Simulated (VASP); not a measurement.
The system is ZnSe.

```
CELL_PARAMETERS angstrom
0.00000 2.83380 2.83380
2.83380 0.00000 2.83380
2.83380 2.83380 0.00000
ATOMIC_POSITIONS crystal
Zn 0.00000 0.00000 0.00000
Se 0.25000 0.25000 0.25000
```

| Property | Result |
| --- | --- |
| Program | VASP 6.6.1 |
| Task | relaxation of cell and atoms |
| Functional | PBE |
| Potentials or basis | VASP PAW PBE potentials, release 64 (Zn, Se) |
| Cutoff | 520 eV |
| k mesh | 10 × 10 × 10 |
| Occupations | gaussian, width 0.02 eV |
| Spin | no spin polarisation |

At the start: pressure 2.4 GPa; volume 22.76 Å³/atom.

Q: Where does the relaxation end?

A: Over 10 steps the energy falls by 6.2 meV/atom and the volume is 23.63 Å³/atom (+3.8 %); space group F-43m (No. 216, to 0.05 Å).

The path:
```csv
step,energy change (eV),largest force (eV/Å),pressure (GPa),volume (Å³)
1,0.0000,0.0000,2.38,45.51
2,-0.0114,0.0000,-0.63,47.77
3,-0.0124,0.0000,0.03,47.25
4,-0.0124,0.0000,-0.02,47.28
5,-0.0124,0.0000,-0.03,47.27
6,-0.0124,0.0000,0.06,47.21
7,-0.0124,0.0000,0.03,47.24
8,-0.0124,0.0000,0.05,47.25
9,-0.0124,0.0000,0.03,47.26
10,-0.0124,0.0000,0.01,47.26
```

Final structure:
```xyz
2
Lattice="0.0000 2.8697 2.8697 2.8697 0.0000 2.8697 2.8697 2.8697 0.0000" Properties=species:S:1:pos:R:3 pbc="T T T"
Zn    0.0000    0.0000    0.0000
Se    1.4348    1.4348    1.4348
```
